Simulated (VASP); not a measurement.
Data:

```
HfLi2N2
1.0
    3.25141     0.00000     0.00000
   -1.62570     2.81580     0.00000
    0.00000     0.00000     5.44920
Li Hf N
2 1 2
Direct
  0.66667   0.33333   0.38261
  0.33333   0.66667   0.61739
  0.00000   0.00000   0.00000
  0.66667   0.33333   0.77877
  0.33333   0.66667   0.22123
```

Calculation: HSE06 screened hybrid, VASP's PBE PAW potentials (set 64) (plane waves; VASP). Numerical set-up: 500 eV cut-off, 6×6×4 Γ-centred mesh, Gaussian smearing of 0.050 eV, potentials Li_sv Hf_pv N.

Unless said otherwise, spin-orbit coupling is left out, though it shifts the bands of the heavy elements here.

**Question.** Predict the energy per atom (σ→0), pressure, largest force, band gap (over the mesh, the named points and PBE's band edges) with the smallest direct gap where there is one.

**Answer.** 
```
Item                                                                                Result
--------------------------------------------------------------------------  --------------
band gap (over the mesh, the named points and PBE's band edges)                    2.94 eV
smallest direct gap (over the mesh, the named points and PBE's band edges)         3.86 eV
energy per atom (σ→0)                                                       -8.470 eV/atom
pressure                                                                         -4.26 GPa
largest force                                                                   0.311 eV/Å
```

The structure comes from a computed database's Li2HfN2 entry (P-3m1); how it stands against other phases isn't given here. It was relaxed first.
